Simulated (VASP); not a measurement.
# Energy against moment in LuCo3B2, part 3 of 5

Aim: the energy of LuCo3B2 as a function of its total moment. The start is a cell from a database of measured crystal structures.

VASP 6.6.1, plane waves and PAW; the level of theory is named at each step.

Still holding for the runs below: A U on the itinerant d states of such a compound is hard to justify; it moves the bands at the Fermi level.

So far. Step 2 (Free moment): A later run of this session, with the moment fixed at 0.51 μB, lies 4 meV a cell lower, so the state shown here isn't the ground state.

## 3. Fixed spin moment, fixed moment 0

This step: PBEsol, DFT+U (Co d 2 eV), spin-polarised, total moment fixed; plane waves and PAW (Lu, Co, B) (VASP 6.6.1).

NUPDOWN fixes the difference of up and down electrons.

INCAR

```
SYSTEM = LuCo3B2
PREC = Accurate
ENCUT = 390
EDIFF = 1E-06
NELM = 150
ISMEAR = 1
SIGMA = 0.1
LREAL = .FALSE.
ALGO = Normal
GGA = PS
NBANDS = 40
ISPIN = 2
MAGMOM = 0 0 0 0 0 0
LDAU = .TRUE.
LDAUTYPE = 2
LDAUL = -1 2 -1
LDAUU = 0 2 0
LDAUJ = 0 0 0
LDAUPRINT = 1
LASPH = .TRUE.
LMAXMIX = 4
LORBIT = 11
LWAVE = .FALSE.
LCHARG = .FALSE.
KPAR = 2
AMIX = 0.2
BMIX = 1E-04
AMIX_MAG = 0.8
BMIX_MAG = 1E-04
NUPDOWN = 0
```

POSCAR

```
LuCo3B2
1.0
    4.9590000000      0.0000000000      0.0000000000
   -2.4795000000      4.2946199774      0.0000000000
    0.0000000000      0.0000000000      3.0350000000
Lu Co B
1 3 2
Direct
    0.0000000000      0.0000000000      0.0000000000
    0.0000000000      0.5000000000      0.5000000000
    0.5000000000      0.5000000000      0.5000000000
    0.5000000000      0.0000000000      0.5000000000
    0.6666666667      0.3333333333      0.0000000000
    0.3333333333      0.6666666667      0.0000000000
```

KPOINTS

```
Automatic mesh
0
Gamma
6 6 8
0 0 0
```

Potentials, in the order of the species: Lu, Co and B (PBE family, release 64).

Command:

```sh
$ mpirun -np 2 vasp_std
```

The program printed:

```text
[banner, memory and clock lines left out]
running    2 mpi-ranks, on    1 nodes
 distrk:  each k-point on    1 cores,    2 groups
 distr:  one band on    1 cores,    1 groups

 POSCAR found type information on POSCAR LuCoB
 POSCAR found :  3 types and       6 ions
 [... a notice as in an earlier step ...]

 LDA part: xc-table for (Slater+PW92), standard interpolation
 POSCAR, INCAR and KPOINTS ok, starting setup
 FFT: planning ... GRIDC
 FFT: planning ... GRID_SOFT
 FFT: planning ... GRID
 WAVECAR not read
 entering main loop
       N       E                     dE             d eps       ncg     rms          rms(c)
DAV:   1     0.327058824868E+03    0.32706E+03   -0.19280E+04  7696   0.340E+03
DAV:   2    -0.295168164991E+01   -0.33001E+03   -0.30834E+03  6152   0.487E+02
DAV:   3    -0.454868341765E+02   -0.42535E+02   -0.40709E+02  6312   0.140E+02
DAV:   4    -0.480981403626E+02   -0.26113E+01   -0.25928E+01  7544   0.356E+01
DAV:   5    -0.482141025249E+02   -0.11596E+00   -0.11585E+00  8520   0.608E+00    0.296E+01
DAV:   6    -0.432950552352E+02    0.49190E+01   -0.36468E+01  7880   0.897E+01    0.146E+01
DAV:   7    -0.403434558167E+02    0.29516E+01   -0.88671E+00  8816   0.893E+01    0.721E+00
DAV:   8    -0.402360174159E+02    0.10744E+00   -0.12725E+00  9208   0.195E+01    0.410E+00
DAV:   9    -0.401941433834E+02    0.41874E-01   -0.36249E-01  8408   0.761E+00    0.121E+00
DAV:  10    -0.401811517101E+02    0.12992E-01   -0.66475E-02  8288   0.439E+00    0.563E-01
DAV:  11    -0.401810674887E+02    0.84221E-04   -0.14873E-02  8784   0.150E+00    0.240E-01
DAV:  12    -0.401813593080E+02   -0.29182E-03   -0.39074E-03  7608   0.114E+00    0.158E-01
DAV:  13    -0.401815417531E+02   -0.18245E-03   -0.18631E-03  6440   0.503E-01    0.626E-02
DAV:  14    -0.401814939958E+02    0.47757E-04   -0.24356E-04  7680   0.254E-01    0.395E-02
DAV:  15    -0.401815072759E+02   -0.13280E-04   -0.73303E-05  8432   0.784E-02    0.108E-02
DAV:  16    -0.401815073921E+02   -0.11619E-06   -0.15329E-05  7944   0.443E-02    0.510E-03
DAV:  17    -0.401815077061E+02   -0.31408E-06   -0.38372E-06  5816   0.201E-02
   1 F= -.40181508E+02 E0= -.40181728E+02  d E =0.659571E-03  mag=    -0.0000
```

Elapsed: 73 s, on 2 MPI ranks of Intel Xeon Platinum 8259CL at 2.50GHz (Skylake/Cascade Lake), shared host; peak memory 0.46 GiB; 2.3 min of CPU time.

Parts of OUTCAR (step 3):

```text
The static configuration has the point symmetry D_6h.

 Found     35 irreducible k-points:

   NELECT =      58.0000    total number of electrons

atom =   2  type =  2  l = 2

 onsite density matrix

spin component  1

  0.7821 -0.0000  0.0098  0.0000  0.0608
 -0.0000  0.8142  0.0000 -0.0335  0.0000
  0.0098  0.0000  0.6915  0.0000  0.0056
  0.0000 -0.0335  0.0000  0.7755 -0.0000
  0.0608  0.0000  0.0056 -0.0000  0.7120

spin component  2

 occupancies and eigenvectors

  o =  0.6769  v =  0.0000  0.0000  0.0000  0.0000  0.0000 -0.5000 -0.0000 -0.0000 -0.0000  0.8660      0.0000  0.0000  0.0000  0.0000  0.0000  0.0000  0.0000  0.0000  0.0000  0.0000
  o =  0.6769  v = -0.5000 -0.0000 -0.0000 -0.0000  0.8660  0.0000  0.0000  0.0000  0.0000  0.0000      0.0000  0.0000  0.0000  0.0000  0.0000  0.0000  0.0000  0.0000  0.0000  0.0000
  o =  0.6905  v =  0.0000  0.0000  0.0000  0.0000  0.0000  0.0769 -0.0000 -0.9961 -0.0000  0.0444      0.0000  0.0000  0.0000  0.0000  0.0000  0.0000  0.0000  0.0000  0.0000  0.0000
  o =  0.6905  v =  0.0769  0.0000 -0.9961  0.0000  0.0444  0.0000  0.0000  0.0000  0.0000  0.0000      0.0000  0.0000  0.0000  0.0000  0.0000  0.0000  0.0000  0.0000  0.0000  0.0000
  o =  0.7562  v =  0.0000  0.0000  0.0000  0.0000  0.0000 -0.0000  0.5000 -0.0000  0.8660  0.0000      0.0000  0.0000  0.0000  0.0000  0.0000  0.0000  0.0000  0.0000  0.0000  0.0000
  o =  0.7562  v = -0.0000  0.5000  0.0000  0.8660  0.0000  0.0000  0.0000  0.0000  0.0000  0.0000      0.0000  0.0000  0.0000  0.0000  0.0000  0.0000  0.0000  0.0000  0.0000  0.0000
  o =  0.8182  v =  0.0000  0.0000  0.0000  0.0000  0.0000  0.8626 -0.0000  0.0887  0.0000  0.4980      0.0000  0.0000  0.0000  0.0000  0.0000  0.0000  0.0000  0.0000  0.0000  0.0000
  o =  0.8182  v =  0.8626 -0.0000  0.0887  0.0000  0.4980  0.0000  0.0000  0.0000  0.0000  0.0000      0.0000  0.0000  0.0000  0.0000  0.0000  0.0000  0.0000  0.0000  0.0000  0.0000
  o =  0.8336  v =  0.0000  0.0000  0.0000  0.0000  0.0000  0.0000  0.8660  0.0000 -0.5000  0.0000      0.0000  0.0000  0.0000  0.0000  0.0000  0.0000  0.0000  0.0000  0.0000  0.0000
  o =  0.8336  v =  0.0000  0.8660  0.0000 -0.5000  0.0000  0.0000  0.0000  0.0000  0.0000  0.0000      0.0000  0.0000  0.0000  0.0000  0.0000  0.0000  0.0000  0.0000  0.0000  0.0000

atom =   3  type =  2  l = 2

 onsite density matrix

spin component  1

  0.7821 -0.0000 -0.0098  0.0000 -0.0608
 -0.0000  0.8142  0.0000  0.0335  0.0000
 -0.0098  0.0000  0.6915  0.0000  0.0056
  0.0000  0.0335  0.0000  0.7755  0.0000
 -0.0608  0.0000  0.0056  0.0000  0.7120

spin component  2

 occupancies and eigenvectors

  o =  0.6769  v =  0.0000  0.0000  0.0000  0.0000  0.0000 -0.5000  0.0000  0.0000 -0.0000 -0.8660      0.0000  0.0000  0.0000  0.0000  0.0000  0.0000  0.0000  0.0000  0.0000  0.0000
  o =  0.6769  v = -0.5000  0.0000  0.0000 -0.0000 -0.8660  0.0000  0.0000  0.0000  0.0000  0.0000      0.0000  0.0000  0.0000  0.0000  0.0000  0.0000  0.0000  0.0000  0.0000  0.0000
  o =  0.6905  v =  0.0000  0.0000  0.0000  0.0000  0.0000 -0.0769  0.0000 -0.9961 -0.0000  0.0444      0.0000  0.0000  0.0000  0.0000  0.0000  0.0000  0.0000  0.0000  0.0000  0.0000
  o =  0.6905  v = -0.0769  0.0000 -0.9961 -0.0000  0.0444  0.0000  0.0000  0.0000  0.0000  0.0000      0.0000  0.0000  0.0000  0.0000  0.0000  0.0000  0.0000  0.0000  0.0000  0.0000
  o =  0.7562  v =  0.0000  0.0000  0.0000  0.0000  0.0000 -0.0000 -0.5000 -0.0000  0.8660 -0.0000      0.0000  0.0000  0.0000  0.0000  0.0000  0.0000  0.0000  0.0000  0.0000  0.0000
  o =  0.7562  v = -0.0000 -0.5000 -0.0000  0.8660 -0.0000  0.0000  0.0000  0.0000  0.0000  0.0000      0.0000  0.0000  0.0000  0.0000  0.0000  0.0000  0.0000  0.0000  0.0000  0.0000
  o =  0.8182  v =  0.0000  0.0000  0.0000  0.0000  0.0000  0.8626  0.0000 -0.0887  0.0000 -0.4980      0.0000  0.0000  0.0000  0.0000  0.0000  0.0000  0.0000  0.0000  0.0000  0.0000
  o =  0.8182  v =  0.8626  0.0000 -0.0887  0.0000 -0.4980  0.0000  0.0000  0.0000  0.0000  0.0000      0.0000  0.0000  0.0000  0.0000  0.0000  0.0000  0.0000  0.0000  0.0000  0.0000
  o =  0.8336  v =  0.0000  0.0000  0.0000  0.0000  0.0000  0.0000 -0.8660 -0.0000 -0.5000 -0.0000      0.0000  0.0000  0.0000  0.0000  0.0000  0.0000  0.0000  0.0000  0.0000  0.0000
  o =  0.8336  v =  0.0000 -0.8660 -0.0000 -0.5000 -0.0000  0.0000  0.0000  0.0000  0.0000  0.0000      0.0000  0.0000  0.0000  0.0000  0.0000  0.0000  0.0000  0.0000  0.0000  0.0000

atom =   4  type =  2  l = 2

 onsite density matrix

spin component  1

  0.6769 -0.0000  0.0000 -0.0000 -0.0000
 -0.0000  0.7562 -0.0000  0.0000  0.0000
  0.0000 -0.0000  0.6915 -0.0000 -0.0113
 -0.0000  0.0000 -0.0000  0.8336 -0.0000
 -0.0000  0.0000 -0.0113 -0.0000  0.8172

spin component  2

 occupancies and eigenvectors

  o =  0.6769  v =  0.0000  0.0000  0.0000  0.0000  0.0000  1.0000  0.0000  0.0000  0.0000  0.0000      0.0000  0.0000  0.0000  0.0000  0.0000  0.0000  0.0000  0.0000  0.0000  0.0000
  o =  0.6769  v =  1.0000  0.0000  0.0000  0.0000  0.0000  0.0000  0.0000  0.0000  0.0000  0.0000      0.0000  0.0000  0.0000  0.0000  0.0000  0.0000  0.0000  0.0000  0.0000  0.0000
  o =  0.6905  v =  0.0000  0.0000  0.0000  0.0000  0.0000  0.0000 -0.0000  0.9961 -0.0000  0.0887      0.0000  0.0000  0.0000  0.0000  0.0000  0.0000  0.0000  0.0000  0.0000  0.0000
  o =  0.6905  v =  0.0000 -0.0000  0.9961 -0.0000  0.0887  0.0000  0.0000  0.0000  0.0000  0.0000      0.0000  0.0000  0.0000  0.0000  0.0000  0.0000  0.0000  0.0000  0.0000  0.0000
  o =  0.7562  v =  0.0000  0.0000  0.0000  0.0000  0.0000  0.0000 -1.0000 -0.0000  0.0000  0.0000      0.0000  0.0000  0.0000  0.0000  0.0000  0.0000  0.0000  0.0000  0.0000  0.0000
  o =  0.7562  v =  0.0000 -1.0000 -0.0000 -0.0000 -0.0000  0.0000  0.0000  0.0000  0.0000  0.0000      0.0000  0.0000  0.0000  0.0000  0.0000  0.0000  0.0000  0.0000  0.0000  0.0000
  o =  0.8182  v =  0.0000  0.0000  0.0000  0.0000  0.0000  0.0000  0.0000 -0.0887 -0.0000  0.9961      0.0000  0.0000  0.0000  0.0000  0.0000  0.0000  0.0000  0.0000  0.0000  0.0000
  o =  0.8182  v =  0.0000 -0.0000 -0.0887  0.0000  0.9961  0.0000  0.0000  0.0000  0.0000  0.0000      0.0000  0.0000  0.0000  0.0000  0.0000  0.0000  0.0000  0.0000  0.0000  0.0000
  o =  0.8336  v =  0.0000  0.0000  0.0000  0.0000  0.0000  0.0000 -0.0000 -0.0000 -1.0000 -0.0000      0.0000  0.0000  0.0000  0.0000  0.0000  0.0000  0.0000  0.0000  0.0000  0.0000
  o =  0.8336  v =  0.0000  0.0000 -0.0000 -1.0000  0.0000  0.0000  0.0000  0.0000  0.0000  0.0000      0.0000  0.0000  0.0000  0.0000  0.0000  0.0000  0.0000  0.0000  0.0000  0.0000

 E-fermi :   7.2938

 spin component 1
 k-point     1 :       0.0000    0.0000    0.0000
  band No.  band energies     occupation
    ...
     25       6.6785      1.00000
     26       6.6785      1.00000
     27       6.8019      1.00000
     28       6.8019      1.00000
     29       6.8240      1.00000
     30       8.0490     -0.00000
     31       8.7594     -0.00000
     32       8.9066     -0.00000
     33       9.1610     -0.00000
     34       9.1610     -0.00000
    ...

 k-point     2 :       0.1667    0.0000    0.0000
  band No.  band energies     occupation
    ...
     25       6.4119      1.00000
     26       6.5018      1.00000
     27       6.5975      1.00000
     28       6.6346      1.00000
     29       6.7871      1.00000
     30       8.3342     -0.00000
     31       8.7853     -0.00000
     32       9.1584     -0.00000
     33       9.2996      0.00000
     34       9.3171      0.00000
    ...

 k-point     3 :       0.3333    0.0000    0.0000
  band No.  band energies     occupation
    ...
     25       5.9999      1.00000
     26       6.2215      1.00000
     27       6.4311      1.00000
     28       6.6618      1.00000
     29       6.7668      1.00000
     30       8.5363     -0.00000
     31       8.6856     -0.00000
     32       9.1484     -0.00000
     33       9.8775      0.00000
     34      10.2310      0.00000
    ...

 k-point     4 :       0.5000    0.0000    0.0000
  band No.  band energies     occupation
    ...
     25       6.0394      1.00000
     26       6.0633      1.00000
     27       6.1711      1.00000
     28       6.7080      1.00000
     29       6.7669      1.00000
     30       8.4187     -0.00000
     31       8.8091     -0.00000
     32       9.1379     -0.00000
     33      10.6877      0.00000
     34      10.6913      0.00000
    ...

  Total       -4.8343991     -4.8343991     -6.1859677      0.0000000     -0.0000000      0.0000000
  in kB     -119.8327541   -119.8327541   -153.3347846      0.0000000     -0.0000000      0.0000000
  external PRESSURE =    -131.0000976 kB  Pullay stress =       0.0000000 kB

 POSITION                                       TOTAL-FORCE (eV/Angst)
 -----------------------------------------------------------------------------------
      0.00000      0.00000      0.00000         0.000000      0.000000      0.000000
     -1.23975      2.14731      1.51750         0.000000      0.000000      0.000000
      1.23975      2.14731      1.51750         0.000000      0.000000      0.000000
      2.47950      0.00000      1.51750         0.000000      0.000000      0.000000
      2.47950      1.43154      0.00000         0.000000     -0.000000      0.000000
     -0.00000      2.86308      0.00000        -0.000000      0.000000      0.000000
 -----------------------------------------------------------------------------------
    total drift:                                0.000000      0.000000     -0.000000

  FREE ENERGIE OF THE ION-ELECTRON SYSTEM (eV)
  ---------------------------------------------------
  free  energy   TOTEN  =       -40.1815077061 eV

  energy  without entropy=      -40.1821672767  energy(sigma->0) =      -40.18172756

 total charge
# of ion       s       p       d       f       tot
--------------------------------------------------
    1        2.284   6.112   0.943  14.013  23.353
    2        0.492   0.613   7.515   0.000   8.620
    3        0.492   0.613   7.515   0.000   8.620
    4        0.492   0.613   7.515   0.000   8.620
    5        0.706   1.052   0.000   0.000   1.759
    6        0.706   1.052   0.000   0.000   1.759
--------------------------------------------------
tot          5.173  10.055  23.489  14.013  52.730

 magnetization (x)
# of ion       s       p       d       f       tot
--------------------------------------------------
    1        0.000  -0.000  -0.000  -0.000  -0.000
    2       -0.000   0.000   0.000   0.000   0.000
    3       -0.000   0.000   0.000   0.000   0.000
    4       -0.000   0.000   0.000   0.000   0.000
    5       -0.000  -0.000   0.000   0.000  -0.000
    6       -0.000  -0.000   0.000   0.000  -0.000
--------------------------------------------------
tot         -0.000  -0.000   0.000  -0.000   0.000

[... 8 parts as in an earlier step ...]

[... 4 further parts left out ...]
```

This step gave:

| Item | Value |
| --- | --- |
| electronic cycles | 17 |

The spin moment in the PAW sphere vanishes on all atoms.

Energy at zero smearing: -40.18173 eV.

(Continued in part 4 of 5.)

[Lines on the potential files, build, host, timing and source positions are cut from VASP's logs without a mark.]

[Logs are printed without paths, hosts, clocks, repeated set-up lines and the standing remarks that a program may print on its own settings, such as how far it seeks lower states.]

[Hosts, paths, dates, database ids (printed as entryN), source tags and the programs' standing remarks are cut or masked in the printed files.]

[In band tables of VASP the shares of atoms and orbitals are scaled to a sum of 1 inside the atoms' spheres.]

[Runs that stopped without an error message from VASP are left out.]
